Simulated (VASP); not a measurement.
Input:

```
CELL_PARAMETERS angstrom
      0.00000     2.16647     2.16647
      2.16647     0.00000     2.16647
      2.16647     2.16647     0.00000
ATOMIC_POSITIONS crystal
  Ti 0.00000 0.00000 0.00000
  C  0.50000 0.50000 0.50000
```

These are TPSS meta-GGA, VASP's PBE PAW potentials (set 64) (plane waves; VASP 6.6.1) values and carry that method's errors. Settings: 520 eV cut-off, 16×16×16 Γ-centred mesh, tetrahedra with Blöchl corrections, potentials Ti_sv C.

Problem. Give the energies of bands 6 to 11 at the high-symmetry points, in eV from the Fermi level.

Solution. 
```csv
band,Γ,X,U,L,W
6,0.70,-3.54,-3.54,-5.91,-3.24
7,0.70,-1.66,-3.45,-2.94,-3.24
8,0.70,-0.08,-1.76,-2.94,-2.74
9,1.66,-0.08,1.47,2.94,2.81
10,1.66,2.72,3.16,2.94,2.81
11,1.66,3.54,3.85,4.16,3.54
```

It has no gap at this level: it comes out as a metal or semimetal.

The compound is TiC in the rock salt structure. It was relaxed first.
